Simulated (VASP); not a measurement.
A run of VASP 6.6.1 is set up as follows.

INCAR

```
PREC = Accurate ; ENCUT = 520
EDIFF = 1E-6 ; ISMEAR = -1
SIGMA = 0.05 ; LREAL = Auto
LASPH = T ; NELM = 100
ALGO = Fast ; ISIF = 2
LWAVE = F ; LCHARG = F
GGA = PS ; NBANDS = 72
NELECT = 118.0
```

File KPOINTS:

```
Automatic mesh
0
Gamma
  2 2 1
```

POSCAR

```
K3Pt2I10
1.0
    6.4264670000     -4.6059980000      0.0000000000
    6.4264670000      4.6059980000      0.0000000000
    0.0000000000      0.0000000000     11.5249780000
K Pt I
3 2 10
Direct
    0.0706656507      0.5303488725      0.2354451349
    0.9093394841      0.4852837203      0.7440795115
    0.4529121926      0.8966162497      0.2557662149
   -0.0111957400     -0.0074614787      0.4905432357
    0.0014864504     -0.0019221486      0.0021692015
    0.7300676522      0.2983045467      0.5240790915
    0.3026459020      0.7006269693      0.4729466729
    0.7150236496      0.2987837815      0.9845571939
    0.2878950670      0.7117988550      0.0196963500
    0.1971308582      0.2258542750      0.5059011826
    0.2001644094      0.2184014994      0.0073926388
    0.7972792158      0.7980608054      0.5032200495
    0.7990338670      0.7885258295      0.0026637795
    0.9644854719      0.0437512467      0.2527206560
    0.0378929567      0.9660957045      0.7541446066
```

Potentials or basis: VASP PAW PBE potentials, release 64 (K_sv, Pt, I).

The run is started by

```bash
$ cat potpaw_PBE.64/K_sv/POTCAR potpaw_PBE.64/Pt/POTCAR potpaw_PBE.64/I/POTCAR > POTCAR
$ mpirun -np 1 vasp_std > vasp.out
```

Q: Estimate the largest force.

A: 3.276 eV/Å.

Q: Estimate the band gap on the k mesh.

A: 0.62 eV, indirect (least direct gap 0.83 eV).

Forces on the atoms (eV/Å):
```
K   -0.015  0.067  0.143
K    0.053 -0.136  0.116
K    0.182  0.141 -0.076
Pt   3.102 -0.403  0.973
Pt   0.536  0.573  0.066
I   -0.525  0.035 -0.103
I   -0.265  0.652 -0.052
I   -0.130 -0.414 -0.084
I    0.025 -0.027  0.156
I   -0.627 -0.312 -0.325
I   -0.230 -0.215 -0.038
I   -1.613  0.036 -0.221
I   -0.062  0.052  0.078
I   -0.251 -0.244 -0.387
I   -0.179  0.196 -0.246
```

Caveat: the cell carries a net charge on a neutralising background, which shifts energy and pressure; the cell is charged against a uniform background, so pressure and absolute levels hang on convention; the PAW data sets were made with another functional, which shifts forces and pressure a little; spin-orbit coupling is left out, which moves the levels of the heavy elements. As with any semilocal functional, this PBEsol gap is likely too small.
